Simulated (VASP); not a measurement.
WAu:

```
W Au
1.0
     0.00000    2.74798    2.74798
     2.74798    0.00000    2.74798
     2.74798    2.74798    0.00000
W Au
1 1
Direct
  0.00000 0.00000 0.00000
  0.75000 0.75000 0.75000
```

The cell was built by a generator and needn't be a form met in nature.

* Program: VASP 6.6.1
* Task: relaxation of cell and atoms
* Functional: revPBE
* Dispersion: D4
* Potentials or basis: VASP PAW PBE potentials, release 64 (W_sv, Au)
* Cutoff: 600 eV
* k mesh: 8 × 8 × 8
* Occupations: fermi-dirac, width 0.05 eV
* Spin: no spin polarisation

At the start: pressure 27.8 GPa; volume 20.75 Å³/atom.

How do energy, volume and symmetry change on relaxing?

Over 5 steps the energy falls by 237.9 meV/atom and the volume is 23.90 Å³/atom (+15.2 %); space group F-43m (No. 216, to 0.05 Å).

The path:
| step | energy change (eV) | largest force (eV/Å) | pressure (GPa) | volume (Å³) |
| --- | --- | --- | --- | --- |
| 1 | 0.0000 | 0.0000 | 27.79 | 41.50 |
| 2 | 1.2132 | 0.0000 | -19.53 | 67.09 |
| 3 | -0.4694 | 0.0000 | -2.38 | 48.66 |
| 4 | -0.4757 | 0.0000 | -0.51 | 47.98 |
| 5 | -0.4759 | 0.0000 | -0.04 | 47.80 |

Final structure:
```
CELL_PARAMETERS angstrom
0.00000 2.88042 2.88042
2.88042 0.00000 2.88042
2.88042 2.88042 0.00000
ATOMIC_POSITIONS crystal
W 0.00000 0.00000 0.00000
Au 0.75000 0.75000 0.75000
```

Caveat: the volume moved by over 15 % at a fixed basis, so the end points are rough; the PAW data sets were made with another functional, which shifts forces and pressure a little; pairwise dispersion overbinds metals, which lowers pressure and volume.
